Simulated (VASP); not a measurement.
Output of a VASP run:

File OUTCAR:
```
 ion  position               nearest neighbor table
   1  0.500  0.000  0.781-   3 2.35   4 2.35   3 2.35   4 2.35   2 3.73   2 3.73   2 3.73   2 3.73
  LATTYP: Found a simple tetragonal cell.
 ALAT       =     4.0566560665
 C/A-ratio  =     1.3439830086
 Subroutine PRICEL returns:
 Original cell was already a primitive cell.
 Subroutine GETGRP returns: Found 16 space group operations
The static configuration has the point symmetry D_2d.
 The point group associated with its full space group is D_4h.
The dynamic configuration has the point symmetry D_2d.
 Subroutine INISYM returns: Found 16 space group operations
 Subroutine IBZKPT returns following result:
 Found     30 irreducible k-points:

 Following reciprocal coordinates:
            Coordinates               Weight
  0.000000  0.000000  0.000000      1.000000
  0.166667  0.000000  0.000000      4.000000
  0.333333  0.000000  0.000000      4.000000
  0.500000  0.000000  0.000000      2.000000
  0.166667  0.166667  0.000000      4.000000
  0.333333  0.166667  0.000000      8.000000
  0.500000  0.166667  0.000000      4.000000
  0.333333  0.333333  0.000000      4.000000
  0.500000  0.333333  0.000000      4.000000
  0.500000  0.500000  0.000000      1.000000
  0.000000  0.000000  0.250000      2.000000
  0.166667  0.000000  0.250000      8.000000
  0.333333  0.000000  0.250000      8.000000
  0.500000  0.000000  0.250000      4.000000
  0.166667  0.166667  0.250000      8.000000
  0.333333  0.166667  0.250000     16.000000
  0.500000  0.166667  0.250000      8.000000
  0.333333  0.333333  0.250000      8.000000
  0.500000  0.333333  0.250000      8.000000
  0.500000  0.500000  0.250000      2.000000
  0.000000  0.000000  0.500000      1.000000
  0.166667  0.000000  0.500000      4.000000
  0.333333  0.000000  0.500000      4.000000
  0.500000  0.000000  0.500000      2.000000
  0.166667  0.166667  0.500000      4.000000
  0.333333  0.166667  0.500000      8.000000
  0.500000  0.166667  0.500000      4.000000
  0.333333  0.333333  0.500000      4.000000
  0.500000  0.333333  0.500000      4.000000
  0.500000  0.500000  0.500000      1.000000
   k-points           NKPTS =     30   k-points in BZ     NKDIM =     30   number of bands    NBANDS=     24
   number of dos      NEDOS =    301   number of ions     NIONS =      4
   total plane-waves  NPLWV =  49152
   dimension x,y,z NGX =    32 NGY =   32 NGZ =   48
   dimension x,y,z NGXF=    64 NGYF=   64 NGZF=   96
   ions per type =               2   2
   PREC   = accura    normal or accurate (medium, high low for compatibility)
   ISTART =      0    job   : 0-new  1-cont  2-samecut
   ICHARG =      2    charge: 1-file 2-atom 10-const
   ISPIN  =      1    spin polarized calculation?
   LNONCOLLINEAR =      F non collinear calculations
   LSORBIT =      F    spin-orbit coupling
   INIWAV =      1    electr: 0-lowe 1-rand  2-diag
   ENCUT  =  600.0 eV  44.10 Ry    6.64 a.u.   8.10  8.10 10.89*2*pi/ulx,y,z
   NELM   =    100;   NELMIN=  2; NELMDL= -5     # of ELM steps
   EDIFF  = 0.1E-06   stopping-criterion for ELM
   LREAL  =      F    real-space projection
   NLSPLINE    = F    spline interpolate recip. space projectors
   LMAXMIX     =    4 max onsite mixed and CHGCAR
   VOSKOWN=      0    Vosko Wilk Nusair interpolation
   EDIFFG = -.1E-01   stopping-criterion for IOM
   NSW    =     40    number of steps for IOM
   NBLOCK =      1;   KBLOCK =     40    inner block; outer block
   IBRION =      2    ionic relax: 0-MD 1-quasi-New 2-CG
   NFREE  =      1    steps in history (QN), initial steepest desc. (CG)
   ISIF   =      3    stress and relaxation
   ISYM   =      2    0-nonsym 1-usesym 2-fastsym
   TEIN   =    0.0    initial temperature
   TEBEG  =    0.0;   TEEND  =   0.0 temperature during run
   SMASS  =  -3.00    Nose mass-parameter (am)
   PSTRESS=  200.0 pullay stress
   NELECT =      40.0000    total number of electrons
   EFERMI =   0.00;   METHOD = LEGACY
...
```

### OSZICAR
```
...
DAV:   4    -0.204019383344E+02    0.53071E-05   -0.18357E-05  2288   0.581E-02    0.414E-03
DAV:   5    -0.204019388396E+02   -0.50511E-06   -0.31240E-06  1912   0.262E-02    0.101E-03
DAV:   6    -0.204019388330E+02    0.65947E-08   -0.21620E-07   904   0.771E-03
  27 F= -.12820865E+02 E0= -.12820865E+02  d E =-.553698E-04
       N       E                     dE             d eps       ncg     rms          rms(c)
DAV:   1    -0.204035969952E+02   -0.16582E-02   -0.19563E-02  1824   0.110E+00    0.775E-02
DAV:   2    -0.204035007930E+02    0.96202E-04   -0.43120E-04  2184   0.246E-01    0.434E-02
DAV:   3    -0.204034486935E+02    0.52099E-04   -0.69432E-05  2136   0.152E-01    0.111E-02
DAV:   4    -0.204034462695E+02    0.24240E-05   -0.20467E-05  2144   0.456E-02    0.302E-03
DAV:   5    -0.204034458597E+02    0.40985E-06   -0.18632E-06  1792   0.236E-02    0.898E-04
DAV:   6    -0.204034459156E+02   -0.55910E-07   -0.10389E-07   776   0.698E-03
  28 F= -.12820930E+02 E0= -.12820930E+02  d E =-.654346E-04
       N       E                     dE             d eps       ncg     rms          rms(c)
DAV:   1    -0.204092039052E+02   -0.57580E-02   -0.17586E-01  1832   0.330E+00    0.232E-01
DAV:   2    -0.204083527008E+02    0.85120E-03   -0.40463E-03  2176   0.744E-01    0.130E-01
DAV:   3    -0.204078835228E+02    0.46918E-03   -0.61327E-04  2160   0.451E-01    0.335E-02
DAV:   4    -0.204078635035E+02    0.20019E-04   -0.18099E-04  2160   0.136E-01    0.894E-03
DAV:   5    -0.204078621517E+02    0.13518E-05   -0.16501E-05  1800   0.698E-02    0.266E-03
DAV:   6    -0.204078622923E+02   -0.14059E-06   -0.13352E-06  2152   0.202E-02    0.153E-03
DAV:   7    -0.204078622461E+02    0.46199E-07   -0.10522E-07   728   0.464E-03
  29 F= -.12821059E+02 E0= -.12821059E+02  d E =-.194695E-03
       N       E                     dE             d eps       ncg     rms          rms(c)
DAV:   1    -0.204215576006E+02   -0.13695E-01   -0.70317E-01  1848   0.659E+00    0.462E-01
DAV:   2    -0.204181511986E+02    0.34064E-02   -0.15684E-02  2200   0.147E+00    0.258E-01
DAV:   3    -0.204162836537E+02    0.18675E-02   -0.24055E-03  2144   0.891E-01    0.655E-02
DAV:   4    -0.204162108377E+02    0.72816E-04   -0.70365E-04  2152   0.269E-01    0.175E-02
DAV:   5    -0.204162078106E+02    0.30271E-05   -0.62759E-05  1752   0.136E-01    0.518E-03
DAV:   6    -0.204162079987E+02   -0.18811E-06   -0.51541E-06  2256   0.397E-02    0.302E-03
DAV:   7    -0.204162079824E+02    0.16285E-07   -0.52017E-07  1440   0.887E-03
  30 F= -.12821001E+02 E0= -.12821001E+02  d E =-.136394E-03
       N       E                     dE             d eps       ncg     rms          rms(c)
DAV:   1    -0.204129538332E+02    0.32542E-02   -0.32024E-01  1776   0.441E+00    0.313E-01
DAV:   2    -0.204115030600E+02    0.14508E-02   -0.83383E-03  2224   0.102E+00    0.176E-01
DAV:   3    -0.204106417493E+02    0.86131E-03   -0.11033E-03  2176   0.603E-01    0.462E-02
DAV:   4    -0.204106068273E+02    0.34922E-04   -0.33098E-04  2136   0.185E-01    0.121E-02
DAV:   5    -0.204106078111E+02   -0.98381E-06   -0.31526E-05  1792   0.962E-02    0.368E-03
DAV:   6    -0.204106073489E+02    0.46224E-06   -0.26391E-06  2240   0.291E-02    0.211E-03
DAV:   7    -0.204106075055E+02   -0.15658E-06   -0.20648E-07   872   0.645E-03    0.217E-04
DAV:   8    -0.204106074863E+02    0.19159E-07   -0.47163E-08   728   0.353E-03
  31 F= -.12821088E+02 E0= -.12821088E+02  d E =-.223229E-03
```

File OUTCAR:
```
------------------------ aborting loop because EDIFF is reached ----------------------------------------
  FORCE on cell =-STRESS in cart. coord.  units (eV):
  Direction    XX          YY          ZZ          XY          YZ          ZX
  --------------------------------------------------------------------------------------
  Total        7.6074268      7.6074268      7.6065849      0.0000000     -0.0000000      0.0000000
  in kB      200.4718921    200.4718921    200.4497076      0.0000000     -0.0000000      0.0000000
  external PRESSURE =       0.4644973 kB  Pullay stress =     200.0000000 kB
  volume of cell :       60.80
      direct lattice vectors                 reciprocal lattice vectors
     4.007866171  0.000000000  0.000000000     0.249509329  0.000000000  0.000000000
     0.000000000  4.007866171  0.000000000     0.000000000  0.249509329 -0.000000000
     0.000000000  0.000000000  3.785022384     0.000000000 -0.000000000  0.264199230
 POSITION                                       TOTAL-FORCE (eV/Angst)
 -----------------------------------------------------------------------------------
      2.00393      0.00000      2.65496        -0.000000      0.000000      0.005353
      0.00000      2.00393      1.13006         0.000000     -0.000000     -0.005353
      2.00393      2.00393      0.00000        -0.000000      0.000000      0.000000
      0.00000      0.00000      0.00000         0.000000     -0.000000      0.000000
 -----------------------------------------------------------------------------------
    total drift:                                0.000000     -0.000000      0.000000
  FREE ENERGIE OF THE ION-ELECTRON SYSTEM (eV)
  ---------------------------------------------------
  free  energy   TOTEN  =       -20.4106074863 eV

  energy  without entropy=      -20.4106074863  energy(sigma->0) =      -20.41060749
  enthalpy is  TOTEN    =       -12.8210878642 eV   P V=        7.5895196221

 reached required accuracy - stopping structural energy minimisation
```
(Selected blocks of OUTCAR.)

POSCAR:
```
PbO
1
    4.0566560665     0.0000000000     0.0000000000
    0.0000000000     4.0566560665     0.0000000000
    0.0000000000    -0.0000000000     5.4520768251
Pb O
2 2
Direct
  0.5000000000   0.0000000000   0.7814729638
  1.0000000000   0.5000000000   0.2185270362
  0.5000000000   0.5000000000   0.0000000000
  0.0000000000   0.0000000000   0.0000000000
```

Problem. Reconstruct the remaining input files.

Solution. This is not unique; one that fits is the input of the run itself, PBE GGA, plane waves, VASP's PBE PAW potentials (set 64).

### INCAR
```
SYSTEM  =  PbO
PREC  =  Accurate; ENCUT  =  600; LREAL  =  F
LASPH  =  T
EDIFF  =  1E-7; NELM  =  100; ALGO  =  Normal
LMAXMIX  =  4
ISMEAR  =  0; SIGMA  =  0.05
GGA  =  PE
IBRION  =  2; NSW  =  40; ISIF  =  3
EDIFFG  =  -0.01; PSTRESS  =  200
LWAVE  =  F; LCHARG  =  F
```

KPOINTS:
```
Automatic mesh
0
Gamma
6 6 4
0 0 0
```

POTCAR, in this order: Pb_d O (PBE.64 set). Program: vasp_std.

Energy and stress use the plane-wave basis of the starting cell. Without a dispersion term in the relaxation, distances and binding between the weakly bound layers, chains or molecules are unreliable, and so is what depends on them.

The compound is PbO in the litharge structure. This run relaxes it under an external pressure of 20 GPa. Symmetry was kept, so distortions that lower it aren't found.
